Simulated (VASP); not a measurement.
Given:

```yaml
crystal:
  lattice:
    - [4.17807, 0.00000, 0.00000]
    - [0.00000, 4.17807, 0.00000]
    - [0.00000, 0.00000, 4.17807]
  atoms:
    - { symbol: Ba, position: [0.00000, 0.00000, 0.00000] }
    - { symbol: Zr, position: [0.50000, 0.50000, 0.50000] }
    - { symbol: O, position: [0.50000, 0.00000, 0.50000] }
    - { symbol: O, position: [0.00000, 0.50000, 0.50000] }
    - { symbol: O, position: [0.50000, 0.50000, 0.00000] }
```

These are TPSS meta-GGA, VASP's PBE PAW potentials (set 64) (plane waves; VASP) values and carry that method's errors. Numerical set-up: 520 eV cut-off, 5×5×5 Γ-centred mesh, Gaussian smearing of 0.050 eV, potentials Ba_sv Zr_sv O.

Problem. Estimate the energy per atom (σ→0), pressure.

Solution. 
```json
{
 "energy per atom (σ→0)": "-13.009 eV/atom",
 "pressure": "5.12 GPa"
}
```

Total energies compare only between runs with the same potentials, cut-off and functional.

The compound is BaZrO3 in the cubic perovskite structure. This cell is one point of a volume scan, at 0.97 of the reference volume.
